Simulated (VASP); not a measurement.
Calculation: PBE GGA with D3 dispersion (Becke-Johnson damping), VASP's PBE PAW potentials (set 64) (plane waves; VASP).

The input files of a VASP run:

POSCAR:
```
NaI
3.1834680
  0.0000000000   1.0000000384   1.0000000384
  1.0000000384   0.0000000000   1.0000000384
  1.0000000384   1.0000000384   0.0000000000
Na I
1 1
Cart
  0.0000000000   0.0000000000   0.0000000000
  1.0000000384   1.0000000384   1.0000000384
```

File KPOINTS:
```
k-points along high-symmetry lines
15
Line-mode
Reciprocal
  0.000000   0.000000   0.000000 ! GAMMA
  0.500000   0.000000   0.500000 ! X

  0.500000   0.000000   0.500000 ! X
  0.625000   0.250000   0.625000 ! U

  0.375000   0.375000   0.750000 ! K
  0.000000   0.000000   0.000000 ! GAMMA

  0.000000   0.000000   0.000000 ! GAMMA
  0.500000   0.500000   0.500000 ! L

  0.500000   0.500000   0.500000 ! L
  0.500000   0.250000   0.750000 ! W

  0.500000   0.250000   0.750000 ! W
  0.500000   0.000000   0.500000 ! X
```

**INCAR**
```
SYSTEM = NaI
PREC = Accurate; ENCUT = 520; LREAL = .FALSE.
LASPH = .TRUE.; ICHARG = 11
EDIFF = 1E-7; NELM = 100; ALGO = Normal
LMAXMIX = 4
ISMEAR = 0; SIGMA = 0.05
GGA = PE; IVDW = 12
LWAVE = .FALSE.; LCHARG = .FALSE.; LORBIT = 11
```

POTCAR, in this order: Na_pv I (PBE.64 set). Program: vasp_std. Read from the step before: CHGCAR.

What VASP printed:

### OSZICAR
```
       N       E                     dE             d eps       ncg     rms          rms(c)
DAV:   1     0.780802834266E+02    0.78080E+02   -0.69225E+03  1980   0.116E+03
DAV:   2     0.136537347713E+01   -0.76715E+02   -0.72053E+02  2139   0.239E+02
DAV:   3    -0.470439975446E+01   -0.60698E+01   -0.60365E+01  2425   0.672E+01
DAV:   4    -0.487720439266E+01   -0.17280E+00   -0.17267E+00  2376   0.118E+01
DAV:   5    -0.488209665396E+01   -0.48923E-02   -0.48921E-02  2332   0.206E+00
DAV:   6    -0.488233751077E+01   -0.24086E-03   -0.24086E-03  2830   0.444E-01
DAV:   7    -0.488234097266E+01   -0.34619E-05   -0.34619E-05  2379   0.427E-02
DAV:   8    -0.488234115375E+01   -0.18109E-06   -0.18107E-06  2238   0.850E-03
DAV:   9    -0.488234115767E+01   -0.39199E-08   -0.39219E-08  1549   0.146E-03
   1 F= -.54156183E+01 E0= -.54156183E+01  d E =-.802372E-14
```

### OUTCAR
```
 val. band max:        1.1619414250   @ k =   0.0000   0.0000   0.0000

 cond. band min:       4.9402740181   @ k =   0.0000   0.0000   0.0000



 k-point     1 :       0.0000    0.0000    0.0000
  band No.  band energies     occupation
      1     -21.2248      2.00000
      2     -21.2248      2.00000
      3     -21.2248      2.00000
      4      -9.9892      2.00000
      5       1.1619      2.00000
      6       1.1619      2.00000
      7       1.1619      2.00000
      8       4.9403      0.00000
      9       9.0887      0.00000
     10       9.0887      0.00000
     11       9.0887      0.00000

 k-point     2 :       0.0357    0.0000    0.0357
  band No.  band energies     occupation
      1     -21.2249      2.00000
      2     -21.2248      2.00000
      3     -21.2248      2.00000
      4      -9.9836      2.00000
      5       1.1111      2.00000
      6       1.1496      2.00000
      7       1.1496      2.00000
      8       5.0114      0.00000
      9       9.0079      0.00000
     10       9.1218      0.00000
     11       9.1218      0.00000

 k-point     3 :       0.0714    0.0000    0.0714
  band No.  band energies     occupation
      1     -21.2251      2.00000
      2     -21.2249      2.00000
      3     -21.2249      2.00000
      4      -9.9671      2.00000
      5       0.9709      2.00000
      6       1.1135      2.00000
      7       1.1135      2.00000
      8       5.2107      0.00000
      9       8.8009      0.00000
     10       9.2196      0.00000
     11       9.2196      0.00000

 k-point     4 :       0.1071    0.0000    0.1071
  band No.  band energies     occupation
      1     -21.2254      2.00000
      2     -21.2250      2.00000
      3     -21.2250      2.00000
      4      -9.9405      2.00000
      5       0.7696      2.00000
      6       1.0566      2.00000
      7       1.0566      2.00000
      8       5.5042      0.00000
      9       8.5305      0.00000
     10       9.3778      0.00000
...
```

The density is held fixed in this step, so its total energy and stress have no physical meaning. Unless said otherwise, spin-orbit coupling is left out, though it shifts the bands of the heavy elements here.

The compound is NaI in the rock salt structure. It was relaxed first.
